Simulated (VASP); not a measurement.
These are vdW-DF-cx, VASP's PBE PAW potentials (set 64) (plane waves; VASP) values and carry that method's errors.

VASP ran on this input.

**KPOINTS**
```
kpoints
0
gamma
  10 10 8
```

INCAR:
```
SYSTEM = MgB2
PREC = Accurate; ENCUT = 520; LREAL = F
LASPH = T
EDIFF = 1E-6; NELM = 100; ALGO = Normal
ISMEAR = 1; SIGMA = 0.1
GGA = CX; LUSE_VDW = T; AGGAC = 0.0
IBRION = 2; NSW = 60; ISIF = 3
EDIFFG = -0.02
LWAVE = F; LCHARG = F
```

File POSCAR:
```
MgB2
1
    1.5358125382    -2.6601048583     0.0000000000
    1.5358125382     2.6601048583    -0.0000000000
    0.0000000000    -0.0000000000     3.4733760219
Mg B
1 2
Direct
  1.0000000000   0.0000000000   0.0000000000
  0.3333330000   0.6666670000   0.5000000000
  0.6666670000   0.3333330000   0.5000000000
```

POTCAR, in this order: Mg B (PBE.64 set). Program: vasp_std.

Problem. Predict the energy per atom (σ→0), volume per atom, band gap (on the k-mesh).

Solution. 
```
Quantity                                                    Result
------------------------  ----------------------------------------
energy per atom (σ→0)                               -4.312 eV/atom
band gap (on the k-mesh)  none (metal, semimetal or under 0.01 eV)
volume per atom                                       9.58 Å³/atom
```

OSZICAR:
```
...
DAV:   5    -0.129362032810E+02    0.18209E-06   -0.25624E-07   912   0.467E-03
   2 F= -.12936203E+02 E0= -.12936405E+02  d E =-.186979E-02
       N       E                     dE             d eps       ncg     rms          rms(c)
DAV:   1    -0.129366165580E+02   -0.41309E-03   -0.36280E-03  1336   0.733E-01    0.391E-02
DAV:   2    -0.129365859449E+02    0.30613E-04   -0.60763E-05  1344   0.545E-02    0.204E-02
DAV:   3    -0.129365804086E+02    0.55363E-05   -0.27047E-05  1360   0.341E-02    0.428E-03
DAV:   4    -0.129365809322E+02   -0.52367E-06   -0.10746E-06   936   0.776E-03
   3 F= -.12936581E+02 E0= -.12936791E+02  d E =-.224744E-02
```

The compound is MgB2 in the AlB2 type structure. This run relaxes it. Symmetry was kept, so distortions that lower it aren't found. The start is the result of an earlier pass.
